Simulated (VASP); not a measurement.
A run of VASP 6.6.1 is set up as follows.

The input INCAR:

```
SYSTEM = AlBN
PREC = Accurate
ENCUT = 520
EDIFF = 1E-7
ISMEAR = 0
SIGMA = 0.02
LREAL = .FALSE.
LASPH = .TRUE.
NELM = 100
ALGO = Fast
ISIF = 2
LWAVE = .FALSE.
LCHARG = .FALSE.
GGA = CA
LOPTICS = .TRUE.
NBANDS = 38
NEDOS = 2000
CSHIFT = 0.1
```

Contents of KPOINTS:

```
Automatic mesh
0
G
  10 10 5
  0 0 0
```

POSCAR

```
AlBN
1.0
    2.6456200000      0.0000000000      0.0000000000
    0.0000000000      2.6456200000      0.0000000000
    0.0000000000      0.0000000000      5.4026400000
Al B N
1 1 1
Direct
    0.5000000000      0.5000000000      0.0000000000
    0.5000000000      0.5000000000      0.5000000000
    0.0000000000      0.0000000000      0.0000000000
```

Potentials or basis: VASP PAW LDA potentials, release 64 (Al, B, N).

Run with:

```bash
$ cat potpaw_LDA.64/Al/POTCAR potpaw_LDA.64/B/POTCAR potpaw_LDA.64/N/POTCAR > POTCAR
$ mpirun -np 1 vasp_std > vasp.out
```

Predict the pressure.

-5.7 GPa.

Predict the band gap on the k mesh.

none (metal or under the smearing width).

Stress tensor (GPa, compression positive):
```
-7.11  0.00  0.00
 0.00 -7.11  0.00
 0.00  0.00 -2.76
```
